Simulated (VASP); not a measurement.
Calculation: PBEsol GGA, VASP's PBE PAW potentials (set 64) (plane waves; VASP).

VASP ran on this input.

INCAR:
```
SYSTEM = Mo
PREC = Accurate
ENCUT = 400
EDIFF = 1E-8
NELM = 100
ALGO = Normal
LREAL = .FALSE.
LASPH = .TRUE.
ISMEAR = 1
SIGMA = 0.1
GGA = PS
LMAXMIX = 4
LWAVE = .FALSE.
LCHARG = .FALSE.
IBRION = 1
ISIF = 2
NSW = 30
EDIFFG = -0.001
```

**KPOINTS**
```
Automatic mesh
0
Gamma
15 15 15
0 0 0
```

File POSCAR:
```
Mo
1.0
 -1.5650523707   1.5650523707   1.5650523707
  1.5650523707  -1.5650523707   1.5650523707
  1.5650523707   1.5650523707  -1.5650523707
Mo
1
Cart
  0.0000000000   0.0000000000   0.0000000000
```

POTCAR, in this order: Mo_sv (PBE.64 set). Program: vasp_std.

What VASP printed:

**OSZICAR**
```
       N       E                     dE             d eps       ncg     rms          rms(c)
DAV:   1     0.700280857585E+02    0.70028E+02   -0.72751E+03  2688   0.108E+03
DAV:   2    -0.115153585173E+02   -0.81543E+02   -0.78740E+02  2871   0.300E+02
DAV:   3    -0.125224735161E+02   -0.10071E+01   -0.99375E+00  3018   0.326E+01
DAV:   4    -0.125253677264E+02   -0.28942E-02   -0.28939E-02  2952   0.194E+00
DAV:   5    -0.125253808742E+02   -0.13148E-04   -0.13148E-04  3037   0.128E-01    0.166E+01
DAV:   6    -0.118775150685E+02    0.64787E+00   -0.11193E+00  2826   0.127E+01    0.452E+00
DAV:   7    -0.117803011145E+02    0.97214E-01   -0.22980E-01  3063   0.532E+00    0.960E-01
DAV:   8    -0.117737266123E+02    0.65745E-02   -0.47836E-03  2781   0.903E-01    0.241E-01
DAV:   9    -0.117737447198E+02   -0.18108E-04   -0.11132E-04  3171   0.144E-01    0.936E-02
DAV:  10    -0.117737523564E+02   -0.76365E-05   -0.69285E-06  2900   0.326E-02    0.282E-03
DAV:  11    -0.117737523127E+02    0.43628E-07   -0.49026E-08  3057   0.257E-03    0.197E-03
DAV:  12    -0.117737522581E+02    0.54596E-07   -0.24878E-09  1857   0.561E-04    0.357E-05
DAV:  13    -0.117737522599E+02   -0.17815E-08   -0.10753E-10  1533   0.145E-04
   1 F= -.11773752E+02 E0= -.11773588E+02  d E =-.117738E+02
```

### OUTCAR
```
------------------------ aborting loop because EDIFF is reached ----------------------------------------
  FORCE on cell =-STRESS in cart. coord.  units (eV):
  Direction    XX          YY          ZZ          XY          YZ          ZX
  --------------------------------------------------------------------------------------
  Total       -0.0095791     -0.0095791     -0.0095791     -0.0000000     -0.0000000      0.0000000
  in kB       -1.0008950     -1.0008950     -1.0008950     -0.0000000     -0.0000000      0.0000000
  external PRESSURE =      -1.0008950 kB  Pullay stress =       0.0000000 kB
  volume of cell :       15.33
      direct lattice vectors                 reciprocal lattice vectors
    -1.565052371  1.565052371  1.565052371     0.000000000  0.319478127  0.319478127
     1.565052371 -1.565052371  1.565052371     0.319478127  0.000000000  0.319478127
     1.565052371  1.565052371 -1.565052371     0.319478127  0.319478127  0.000000000
 POSITION                                       TOTAL-FORCE (eV/Angst)
 -----------------------------------------------------------------------------------
      0.00000      0.00000      0.00000         0.000000      0.000000      0.000000
 -----------------------------------------------------------------------------------
    total drift:                                0.000000     -0.000000      0.000000
  FREE ENERGIE OF THE ION-ELECTRON SYSTEM (eV)
  ---------------------------------------------------
  free  energy   TOTEN  =       -11.7737522599 eV

  energy  without entropy=      -11.7732600578  energy(sigma->0) =      -11.77358819

 reached required accuracy - stopping structural energy minimisation
```
(Selected blocks of OUTCAR.)

OUTCAR:
```
 val. band max:       12.6703738655   @ k =  -0.2667   0.3333   0.1333

 cond. band min:      12.7345148805   @ k =   0.1333   0.0667  -0.0000


 Fermi energy:        12.7058044125

 k-point     1 :       0.0000    0.0000    0.0000
  band No.  band energies     occupation
      1     -48.4254      2.00000
      2     -21.6700      2.00000
      3     -21.6700      2.00000
      4     -21.6700      2.00000
      5       5.4290      2.00000
      6      11.3674      2.00000
      7      11.3674      2.00000
      8      11.3674      2.00000
      9      14.4539     -0.00000
     10      14.4539     -0.00000
     11      27.6143      0.00000

 k-point     2 :       0.0667    0.0000    0.0000
  band No.  band energies     occupation
      1     -48.4133      2.00000
      2     -21.7382      2.00000
      3     -21.6899      2.00000
      4     -21.6691      2.00000
      5       5.6305      2.00000
      6      11.2531      2.00000
      7      11.3482      2.00000
      8      11.5580      2.00000
      9      14.2858     -0.00000
     10      14.4573     -0.00000
     11      27.7675      0.00000

 k-point     3 :       0.1333    0.0000    0.0000
  band No.  band energies     occupation
      1     -48.3787      2.00000
      2     -21.9325      2.00000
      3     -21.7500      2.00000
      4     -21.6708      2.00000
      5       6.1896      2.00000
      6      10.9447      2.00000
      7      11.2561      2.00000
      8      12.1168      2.00000
      9      13.9684     -0.00000
     10      14.4766     -0.00000
     11      28.0897      0.00000

 k-point     4 :       0.2000    0.0000    0.0000
  band No.  band energies     occupation
      1     -48.3274      2.00000
      2     -22.2112      2.00000
      3     -21.8373      2.00000
      4     -21.6733      2.00000
      5       6.9414      2.00000
      6      10.5273      2.00000
      7      11.1133      2.00000
      8      13.0096     -0.00015
      9      13.8329     -0.00000
...
```

The compound is Mo in the bcc structure. It was relaxed first. The start is the result of an earlier pass.
